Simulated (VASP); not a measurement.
Output of a VASP run:

### OSZICAR
```
       N       E                     dE             d eps       ncg     rms          rms(c)
DAV:   1     0.918545039271E+02    0.91855E+02   -0.91443E+03 13706   0.141E+03
DAV:   2    -0.275922200488E+02   -0.11945E+03   -0.11468E+03 13989   0.386E+02
DAV:   3    -0.290939578986E+02   -0.15017E+01   -0.14899E+01 16073   0.495E+01
DAV:   4    -0.291038759756E+02   -0.99181E-02   -0.99162E-02 15598   0.407E+00
DAV:   5    -0.291040749027E+02   -0.19893E-03   -0.19892E-03 16815   0.483E-01    0.129E+01
DAV:   6    -0.238713797909E+02    0.52327E+01   -0.64939E+00 14388   0.386E+01    0.300E+00
DAV:   7    -0.241221161396E+02   -0.25074E+00   -0.50681E-01 13977   0.110E+01    0.231E+00
DAV:   8    -0.241286734445E+02   -0.65573E-02   -0.42280E-02 15030   0.284E+00    0.547E-01
DAV:   9    -0.241341058734E+02   -0.54324E-02   -0.17588E-02 15177   0.151E+00    0.173E-01
DAV:  10    -0.241343143277E+02   -0.20845E-03   -0.29333E-03 15534   0.608E-01    0.118E-01
DAV:  11    -0.241343417510E+02   -0.27423E-04   -0.43293E-04 15560   0.297E-01    0.316E-02
DAV:  12    -0.241344116367E+02   -0.69886E-04   -0.71998E-05 15330   0.945E-02    0.311E-02
DAV:  13    -0.241343768873E+02    0.34749E-04   -0.47115E-05 15294   0.104E-01    0.497E-03
DAV:  14    -0.241343930560E+02   -0.16169E-04   -0.56676E-06 15684   0.215E-02    0.138E-03
DAV:  15    -0.241343888347E+02    0.42213E-05   -0.32201E-07 16531   0.637E-03    0.108E-03
DAV:  16    -0.241343907394E+02   -0.19047E-05   -0.52380E-08 10084   0.255E-03    0.449E-04
DAV:  17    -0.241343903114E+02    0.42799E-06   -0.32292E-08  9816   0.186E-03    0.102E-04
DAV:  18    -0.241343909928E+02   -0.68139E-06   -0.30480E-09  8145   0.598E-04    0.816E-05
DAV:  19    -0.241343906862E+02    0.30657E-06   -0.28455E-10  7959   0.196E-04    0.455E-05
DAV:  20    -0.241343907611E+02   -0.74911E-07   -0.89555E-11  7668   0.103E-04
   1 F= -.24134391E+02 E0= -.24134180E+02  d E =-.632836E-03
```

File OUTCAR:
```
------------------------ aborting loop because EDIFF is reached ----------------------------------------
  FORCE on cell =-STRESS in cart. coord.  units (eV):
  Direction    XX          YY          ZZ          XY          YZ          ZX
  --------------------------------------------------------------------------------------
  Total        0.1072837      0.1161814      0.1161814      0.0000000     -0.2548963      0.0000000
  in kB       12.5307781     13.5700350     13.5700350      0.0000000    -29.7719825      0.0000000
  external PRESSURE =      13.2236160 kB  Pullay stress =       0.0000000 kB
  volume of cell :       13.72
      direct lattice vectors                 reciprocal lattice vectors
     0.000000000  1.914250000  1.914250000    -0.263157895  0.261198903  0.261198903
     1.900000000  0.014250000  1.900000000     0.263157895 -0.265146493  0.265146493
     1.900000000  1.900000000  0.014250000     0.263157895  0.265146493 -0.265146493
 POSITION                                       TOTAL-FORCE (eV/Angst)
 -----------------------------------------------------------------------------------
      0.00000      0.00000      0.00000         0.000000     -0.000000      0.000000
 -----------------------------------------------------------------------------------
    total drift:                                0.000000      0.000000      0.000000
  FREE ENERGIE OF THE ION-ELECTRON SYSTEM (eV)
  ---------------------------------------------------
  free  energy   TOTEN  =       -24.1343907611 eV

  energy  without entropy=      -24.1337579247  energy(sigma->0) =      -24.13417982
```
(Selected blocks of OUTCAR.)

File POSCAR:
```
Rh
1
    0.0000000000     1.9142500000     1.9142500000
    1.9000000000     0.0142500000     1.9000000000
    1.9000000000     1.9000000000     0.0142500000
Rh
1
Direct
  0.0000000000   0.0000000000   0.0000000000
```

Write an INCAR and KPOINTS that could have produced this output.

Several could match; the one computed here: the input of the run itself, r2SCAN meta-GGA, plane waves, VASP's PBE PAW potentials (set 64).

INCAR:
```
# general
SYSTEM =Rh
PREC   =Accurate
ENCUT  =480
LREAL  =.FALSE.
LASPH  =.TRUE.

# electronic loop
EDIFF  =1E-7
NELM   =100
ALGO   =Normal
LMAXMIX=4
LMIXTAU=.TRUE.

# smearing
ISMEAR =1
SIGMA  =0.1

# functional
METAGGA=R2SCAN

# ions
ISIF   =2

# output
LWAVE  =.FALSE.
LCHARG =.FALSE.
```

### KPOINTS
```
Automatic mesh
0
Gamma
16 16 16
0 0 0
```

POTCAR, in this order: Rh_pv (PBE.64 set). Program: vasp_std.

The compound is Rh in the fcc structure. This cell was strained or had an atom moved on purpose.
